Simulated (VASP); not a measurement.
Data:

```yaml
crystal:
  lattice:
    - [5.24610, 0.00000, 0.00000]
    - [0.00000, 5.96022, 0.00000]
    - [0.00000, 0.00000, 2.87388]
  atoms:
    - { symbol: Fe, position: [0.00479, 0.99521, 0.00286] }
    - { symbol: Fe, position: [0.48401, 0.49974, 0.49724] }
    - { symbol: As, position: [0.18626, 0.36282, 0.98356] }
    - { symbol: As, position: [0.82684, 0.63988, 0.00411] }
    - { symbol: As, position: [0.67441, 0.14630, 0.49333] }
    - { symbol: As, position: [0.32370, 0.85606, 0.51892] }
```

Level of theory: LDA (Ceperley-Alder, Perdew-Zunger), VASP's LDA PAW potentials (set 64) (plane waves; VASP 6.6.1). Run with 300 eV cut-off, 3×3×5 Γ-centred mesh, Fermi-Dirac smearing of 0.010 eV, potentials Fe As.

At this cut-off the stress carries a Pulay error, which pulls relaxed volumes low.

Question: Predict the energy per atom (σ→0), pressure, largest force.

Answer: 
```json
{
  "energy per atom (σ→0)": "-7.051 eV/atom",
  "pressure": "-5.44 GPa",
  "largest_force": "1.716 eV/Å"
}
```

The absolute energy has meaning only against runs of the same code, potentials and settings.

The structure comes from a computed database's FeAs2 entry; how it stands against other phases isn't given here. The cell was not relaxed at this level, atoms are displaced from their ideal sites. The k-mesh is coarse (spacing up to 0.44 per Å, 2π included), so the numbers may not be converged in it. The run is not spin-polarised, so no magnetic state was tried.
